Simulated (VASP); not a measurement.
These are PBE GGA with D3 dispersion (Becke-Johnson damping), VASP's PBE PAW potentials (set 64) (plane waves; VASP 6.6.1) values and carry that method's errors.

Input for VASP

**POSCAR**
```
AlN
1
    3.1081642277    -0.0000000000     0.0000000000
   -1.5540821139     2.6917489042    -0.0000000000
    0.0000000000    -0.0000000000     4.9741439538
Al N
2 2
Direct
  0.3333330000   0.6666670000   0.0000142287
  0.6666670000   0.3333330000   0.5000142287
  0.3333330000   0.6666670000   0.3819857713
  0.6666670000   0.3333330000   0.8819857713
```

### KPOINTS
```
Regular mesh
0
gamma
9 9 5
0 0 0
```

### INCAR
```
SYSTEM = AlN
PREC = Accurate; ENCUT = 520; LREAL = .FALSE.
LASPH = .TRUE.
EDIFF = 1E-7; NELM = 100; ALGO = Normal
ISMEAR = -5
GGA = PE; IVDW = 12
ISIF = 2
LWAVE = .FALSE.; LCHARG = .TRUE.; LORBIT = 11
NEDOS = 601
```

POTCAR, in this order: Al N (PBE.64 set). Program: vasp_std.

Output of the run:

### OSZICAR
```
       N       E                     dE             d eps       ncg     rms          rms(c)
DAV:   1     0.566328809041E+02    0.56633E+02   -0.78113E+03   864   0.120E+03
DAV:   2    -0.302403080773E+02   -0.86873E+02   -0.80592E+02  1232   0.229E+02
DAV:   3    -0.344944034869E+02   -0.42541E+01   -0.42377E+01  1132   0.562E+01
DAV:   4    -0.345295773204E+02   -0.35174E-01   -0.35167E-01   968   0.591E+00
DAV:   5    -0.345300643787E+02   -0.48706E-03   -0.48704E-03  1108   0.709E-01    0.122E+01
DAV:   6    -0.297649996696E+02    0.47651E+01   -0.16943E+01  1032   0.316E+01    0.427E+00
DAV:   7    -0.297789713956E+02   -0.13972E-01   -0.66114E-01   968   0.642E+00    0.291E+00
DAV:   8    -0.297722158489E+02    0.67555E-02   -0.78248E-02   988   0.292E+00    0.480E-01
DAV:   9    -0.297674066096E+02    0.48092E-02   -0.20710E-02  1092   0.108E+00    0.240E-01
DAV:  10    -0.297679531269E+02   -0.54652E-03   -0.22312E-03  1008   0.364E-01    0.131E-01
DAV:  11    -0.297678858867E+02    0.67240E-04   -0.20255E-04  1024   0.115E-01    0.321E-02
DAV:  12    -0.297678876816E+02   -0.17948E-05   -0.79684E-06   944   0.290E-02    0.886E-03
DAV:  13    -0.297678873931E+02    0.28846E-06   -0.54057E-06  1056   0.173E-02    0.531E-03
DAV:  14    -0.297678873773E+02    0.15779E-07   -0.40762E-07   968   0.574E-03
   1 F= -.30846166E+02 E0= -.30846166E+02  d E =0.000000E+00
```

File OUTCAR:
```
------------------------ aborting loop because EDIFF is reached ----------------------------------------
 Edisp (eV)   -1.07828
  FORCE on cell =-STRESS in cart. coord.  units (eV):
  Direction    XX          YY          ZZ          XY          YZ          ZX
  --------------------------------------------------------------------------------------
  Total       0.00146     0.00146     0.05036    -0.00000     0.00000     0.00000
  in kB       0.05620     0.05620     1.93885    -0.00000     0.00000     0.00000
  external pressure =        0.68 kB  Pullay stress =        0.00 kB
  volume of cell :       41.62
      direct lattice vectors                 reciprocal lattice vectors
     3.108164228  0.000000000  0.000000000     0.321733321  0.185752839  0.000000000
    -1.554082114  2.691748904  0.000000000     0.000000000  0.371505677  0.000000000
     0.000000000  0.000000000  4.974143954     0.000000000  0.000000000  0.201039618
  FREE ENERGIE OF THE ION-ELECTRON SYSTEM (eV)
  ---------------------------------------------------
  free  energy   TOTEN  =       -30.8461660449 eV

  energy  without entropy=      -30.8461660449  energy(sigma->0) =      -30.84616604

 total charge

# of ion       s       p       d       tot
------------------------------------------
    1        0.369   0.442   0.000   0.812
    2        0.369   0.442   0.000   0.812
    3        1.223   2.644   0.000   3.867
    4        1.223   2.644   0.000   3.867
--------------------------------------------------
tot          3.184   6.173   0.000   9.358
```
(Selected blocks of OUTCAR.)

**OUTCAR**
```
 val. band max:        6.1960078863   @ k =   0.0000   0.0000   0.0000

 cond. band min:      10.4298806173   @ k =   0.0000   0.0000   0.0000


 Fermi energy:         6.1982901767

 k-point     1 :       0.0000    0.0000    0.0000
  band No.  band energies     occupation
      1      -9.0212      2.00000
      2      -6.8611      2.00000
      3       0.1823      2.00000
      4       5.3182      2.00000
      5       5.3183      2.00000
      6       5.9710      2.00000
      7       5.9710      2.00000
      8       6.1960      2.00000
      9      10.4299      0.00000
     10      12.8764      0.00000
     11      16.8387      0.00000
     12      17.3605      0.00000

 k-point     2 :       0.1111    0.0000    0.0000
  band No.  band energies     occupation
      1      -8.8640      2.00000
      2      -6.7729      2.00000
      3       0.3694      2.00000
      4       4.6145      2.00000
      5       5.1206      2.00000
      6       5.2947      2.00000
      7       5.9436      2.00000
      8       6.1247      2.00000
      9      11.1142      0.00000
     10      13.4838      0.00000
     11      16.1774      0.00000
     12      16.4324      0.00000

 k-point     3 :       0.2222    0.0000    0.0000
  band No.  band energies     occupation
      1      -8.4177      2.00000
      2      -6.5523      2.00000
      3       0.9127      2.00000
      4       3.1133      2.00000
      5       4.0397      2.00000
      6       4.7141      2.00000
      7       5.8142      2.00000
      8       5.8614      2.00000
      9      12.2245      0.00000
     10      13.9862      0.00000
     11      14.5974      0.00000
     12      16.0579      0.00000

 k-point     4 :       0.3333    0.0000    0.0000
  band No.  band energies     occupation
      1      -7.7743      2.00000
      2      -6.3396      2.00000
      3       1.6732      2.00000
      4       1.7532      2.00000
      5       2.8595      2.00000
      6       4.3358      2.00000
...
```

The structure comes from a measured AlN entry (P6_3mc) of the Crystallography Open Database, whose conditions weren't checked. It was relaxed first.
